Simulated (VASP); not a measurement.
An input for Ansatz (written as the equivalent of a VASP run, and not itself run):

Ansatz 0.2 input:
```yaml
crystal:
  lattice:
    - [0.0000000, 3.3219949, 3.3219949]
    - [3.3219949, 0.0000000, 3.3219949]
    - [3.3219949, 3.3219949, 0.0000000]
  atoms:
    - { symbol: Ba, position: [0.0000000, 0.0000000, 0.0000000] }
    - { symbol: S, position: [0.5000000, 0.5000000, 0.5000000] }
kpoints:
  mp_grid: { grid: [7, 7, 7] }
hamiltonian:
  xc: revpbe
  pseudopotentials: { kind: paw }
scf:
  occupations: { method: gaussian, width: 0.05 }
  max_iter: 100
output: { forces: true, stress: true, eigenvalues: true }
```

**Question.** Write the VASP files for the same calculation (revPBE).

**Answer.** This is not unique; one that fits is 
INCAR:
```
ALGO = Normal
EDIFF = 1E-7
ENCUT = 520
GGA = RE
ISIF = 2
ISMEAR = 0
LASPH = .TRUE.
LCHARG = .FALSE.
LMAXMIX = 4
LREAL = .FALSE.
LWAVE = .FALSE.
NELM = 100
PREC = Accurate
SIGMA = 0.05
SYSTEM = BaS
```

File POSCAR:
```
BaS
1
    0.0000000000     3.3219949225     3.3219949225
    3.3219949225     0.0000000000     3.3219949225
    3.3219949225     3.3219949225     0.0000000000
Ba S
1 1
Direct
  0.0000000000   0.0000000000   0.0000000000
  0.5000000000   0.5000000000   0.5000000000
```

**KPOINTS**
```
Automatic mesh
0
G
 7 7 7
```

POTCAR, in this order: Ba_sv S (PBE.64 set). Program: vasp_std.

What does not carry over: each code has its own PAW files, so the cut-off isn't converted (ENCUT is set for VASP's; basis.ecutwfc is left out, and Ansatz then takes the one that its files recommend); Ansatz stops its SCF on the density residual and VASP on the energy change (EDIFF).

The compound is BaS in the rock salt structure. This cell is one point of a volume scan, at 1.06 of the reference volume.
